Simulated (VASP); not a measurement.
Consider the following.

```yaml
crystal:
  lattice:
    - [0.00000, 2.68659, 2.68659]
    - [2.68659, 0.00000, 2.68659]
    - [2.68659, 2.68659, 0.00000]
  atoms:
    - { symbol: Ag, position: [0.00000, 0.00000, 0.00000] }
    - { symbol: Cl, position: [0.50000, 0.50000, 0.50000] }
```

Computed with PBE GGA, VASP's PBE PAW potentials (set 64) (plane waves; VASP). Numerical set-up: 480 eV cut-off, 8×8×8 Γ-centred mesh, Gaussian smearing of 0.050 eV, potentials Ag Cl.

### Question
Give the stress tensor in GPa (positive for a compressed cell).

### Answer

```
7.54  0.00  0.00
0.00  7.54  0.00
0.00  0.00  7.54
```
The pressure is its mean diagonal, 7.54 GPa.

The compound is AgCl in the rock salt structure. This cell was strained or had an atom moved on purpose.
